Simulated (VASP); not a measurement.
An input for Ansatz (written as the equivalent of a VASP run, and not itself run):

Ansatz 0.2 input:
```yaml
crystal:
  lattice:
    - [2.2783760, -3.9462634, 0.0000000]
    - [2.2783760, 3.9462634, 0.0000000]
    - [0.0000000, 0.0000000, 7.4386052]
  atoms:
    - { symbol: Ag, position: [0.6666670, 0.3333330, 0.5000814] }
    - { symbol: Ag, position: [0.3333330, 0.6666670, 0.0000814] }
    - { symbol: I, position: [0.6666670, 0.3333330, 0.8749186] }
    - { symbol: I, position: [0.3333330, 0.6666670, 0.3749186] }
kpoints:
  mp_grid: { grid: [5, 5, 3] }
hamiltonian:
  xc: pbesol
  pseudopotentials: { kind: paw }
scf:
  occupations: { method: gaussian, width: 0.05 }
  max_iter: 100
relax:
  max_steps: 60
  f_tol: 0.02
  cell: {}
output: { forces: true, stress: true, eigenvalues: true }
```

Q: Translate this input to VASP (INCAR, KPOINTS, POSCAR, choice of POTCAR).

A: One answer among several that fit: 
POSCAR:
```
AgI
1
    2.2783760103    -3.9462633966     0.0000000000
    2.2783760103     3.9462633966    -0.0000000000
    0.0000000000    -0.0000000000     7.4386051795
Ag I
2 2
Direct
  0.6666670000   0.3333330000   0.5000813959
  0.3333330000   0.6666670000   0.0000813959
  0.6666670000   0.3333330000   0.8749186041
  0.3333330000   0.6666670000   0.3749186041
```

### INCAR
```
SYSTEM = AgI
PREC = Accurate; ENCUT = 400; LREAL = .False.
LASPH = .True.
EDIFF = 1E-6; NELM = 100; ALGO = Normal
LMAXMIX = 4
ISMEAR = 0; SIGMA = 0.05
GGA = PS
IBRION = 2; NSW = 60; ISIF = 3
EDIFFG = -0.02
LWAVE = .False.; LCHARG = .False.
```

**KPOINTS**
```
Automatic mesh
0
Gamma
5 5 3
0 0 0
```

POTCAR, in this order: Ag I (PBE.64 set). Program: vasp_std.

The two are equivalent in intent, not identical: each code has its own PAW files, so the cut-off isn't converted (ENCUT is set for VASP's; basis.ecutwfc is left out, and Ansatz then takes the one that its files recommend); Ansatz stops its SCF on the density residual and VASP on the energy change (EDIFF).

The compound is AgI in the wurtzite structure. It was relaxed first. The start is the result of an earlier pass.
